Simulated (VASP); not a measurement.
Input:

```
CELL_PARAMETERS angstrom
      1.90977    -3.30783     0.00000
      1.90977     3.30783     0.00000
      0.00000     0.00000     6.25656
ATOMIC_POSITIONS crystal
  Sn 0.00000 0.00000 0.00000
  Se 0.33333 0.66667 0.25327
  Se 0.66667 0.33333 0.74673
```

All values below come from PBEsol GGA, VASP's PBE PAW potentials (set 64) (plane waves; VASP 6.6.1). Run with 480 eV cut-off, 6×6×4 Γ-centred mesh, Gaussian smearing of 0.050 eV, potentials Sn_d Se.

Without a dispersion term in the relaxation, distances and binding between the weakly bound layers, chains or molecules are unreliable, and so is what depends on them. Unless said otherwise, spin-orbit coupling is left out, though it shifts the bands of the heavy elements here.

Each row applies one change to this cell, which was relaxed at other settings and keeps the small stress of the first row; at a fixed cut-off the stress holds a Pulay part, so it need not integrate to ΔE exactly. Stress is in GPa, positive when the cell is compressed; gaps are those on the k-mesh, and 0.00 means metallic.

```tsv
change	ΔE (meV/atom)	σxx	σyy	σzz	largest shear component, with its sign (GPa)	largest force (eV/Å)	gap (eV)
none	0.0	0.03	0.03	-0.10	0.00	0.029	0.68
shear strain γ_yz = +3.0 %	?	?	?	?	?	?	?
isotropic strain of +1.5 %	10.3	-2.65	-2.65	-2.68	0.00	0.332	0.61
isotropic strain of -1.0 %	5.1	2.19	2.19	1.99	0.00	0.304	0.73
shear strain γ_xz = +3.0 % with the ions relaxed	0.4	-0.05	-0.03	-0.26	-0.18	0.003	0.63
shear strain γ_yz = -3.0 % with the ions relaxed	0.4	-0.02	-0.06	-0.27	0.16	0.003	0.64
atom 1 (Sn) moved by -0.200 Å along x	35.4	1.15	0.33	1.12	1.10	1.083	0.61
shear strain γ_xy = -1.0 %	0.3	0.03	0.04	-0.10	0.38	0.031	0.64
uniaxial strain of -2.0 % along z	?	?	?	?	?	?	?
```

Fill in the missing entries.

- uniaxial strain of -2.0 % along z, ΔE (meV/atom): 3.3
- uniaxial strain of -2.0 % along z, σxx: 1.00
- uniaxial strain of -2.0 % along z, σyy: 1.00
- uniaxial strain of -2.0 % along z, σzz: 2.05
- uniaxial strain of -2.0 % along z, largest shear component, with its sign (GPa): 0.00
- uniaxial strain of -2.0 % along z, largest force (eV/Å): 0.327
- uniaxial strain of -2.0 % along z, gap (eV): 0.73
- shear strain γ_yz = +3.0 %, ΔE (meV/atom): 2.5
- shear strain γ_yz = +3.0 %, σxx: -0.08
- shear strain γ_yz = +3.0 %, σyy: 0.25
- shear strain γ_yz = +3.0 %, σzz: -0.01
- shear strain γ_yz = +3.0 %, largest shear component, with its sign (GPa): -1.00
- shear strain γ_yz = +3.0 %, largest force (eV/Å): 0.162
- shear strain γ_yz = +3.0 %, gap (eV): 0.60

Failed runs are left out, and for metals the shear rows, which the mesh's noise covers.

The compound is SnSe2 in the 1T layered structure.
